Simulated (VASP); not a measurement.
Here is a VASP 6.6.1 calculation.

The input INCAR:

```
ALGO     = Normal         # electronic algorithm
DIPOL    = 0.5 0.5 0.500
EDIFF    = 1E-6           # SCF threshold, eV
EDIFFG   = -0.02          # ionic threshold
ENCUT    = 520            # plane-wave cutoff, eV
GGA      = PS             # functional
IBRION   = 2              # ionic algorithm
IDIPOL   = 3            
ISIF     = 2              # what is computed and relaxed
ISMEAR   = 0              # smearing method
LASPH    = True           # aspherical terms in the spheres
LCHARG   = False          # write CHGCAR
LDIPOL   = True         
LREAL    = False          # projectors in reciprocal space
LWAVE    = False          # write WAVECAR
NELM     = 80             # most SCF steps
NSW      = 80             # ionic steps
PREC     = Accurate       # precision mode
SIGMA    = 0.03           # smearing width, eV
```

KPOINTS

```
k-points
0
Gamma
  6 4 1
```

The input POSCAR:

```
InSb
1.0
    4.6107958300      0.0000000000      0.0000000000
    0.0000000000      6.5206500000      0.0000000000
    0.0000000000      0.0000000000     26.5269895800
In Sb
6 6
Direct
    0.5000000000      0.5000000000      0.2827309100
    0.0000000000      0.0000000000      0.3696385500
    0.5000000000      0.5000000000      0.4565461800
    0.0000000000      0.0000000000      0.5434538200
    0.5000000000      0.5000000000      0.6303614500
    0.0000000000      0.0000000000      0.7172690900
    0.0000000000      0.7500000000      0.2827309100
    0.5000000000      0.2500000000      0.3696385500
    0.0000000000      0.7500000000      0.4565461800
    0.5000000000      0.2500000000      0.5434538200
    0.0000000000      0.7500000000      0.6303614500
    0.5000000000      0.2500000000      0.7172690900
```

Potentials or basis: VASP PAW PBE potentials, release 64 (In_d, Sb).

Command:

```console
$ cat potpaw_PBE.64/In_d/POTCAR potpaw_PBE.64/Sb/POTCAR > POTCAR
$ mpirun -np 4 vasp_std > vasp.out
```

(1) Predict the energy gained by relaxing.

(2) Estimate the band gap on the k mesh.

Answers

(1) 101.2 meV/atom.

(2) 0.50 eV, direct.

Caveat: spin-orbit coupling is left out, which moves the levels of the heavy elements.
